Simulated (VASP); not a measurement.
The system is Rh.

```xyz
1
Lattice="0.0000 1.8979 1.8979 1.8979 0.0000 1.8979 1.8979 1.8979 0.0000" Properties=species:S:1:pos:R:3 pbc="T T T"
Rh    0.0000    0.0000    0.0000
```

```yaml
Program: VASP 6.6.1
Task: relaxation of cell and atoms
Functional: PBE
Potentials_or_basis: VASP PAW PBE potentials, release 64 (Rh_pv)
Cutoff: 600 eV
k_mesh: 16 × 16 × 16
Occupations: methfessel-paxton, width 0.1 eV
Spin: no spin polarisation
```

At the start: pressure 7.4 GPa; volume 13.67 Å³/atom.

Q: Where does the relaxation end?

A: Over 3 steps the energy falls by 8.2 meV/atom and the volume is 14.05 Å³/atom (+2.8 %); space group Fm-3m (No. 225, to 0.05 Å).

The path:
```
step  energy change (eV)  largest force (eV/Å)  pressure (GPa)  volume (Å³)
   1              0.0000                0.0000            7.36        13.67
   2              0.0336                0.0000          -13.73        14.95
   3             -0.0082                0.0000           -0.07        14.05
```

Final structure:
```
CELL_PARAMETERS angstrom
0.00000 1.91510 1.91510
1.91510 0.00000 1.91510
1.91510 1.91510 0.00000
ATOMIC_POSITIONS crystal
Rh 0.00000 0.00000 0.00000
```
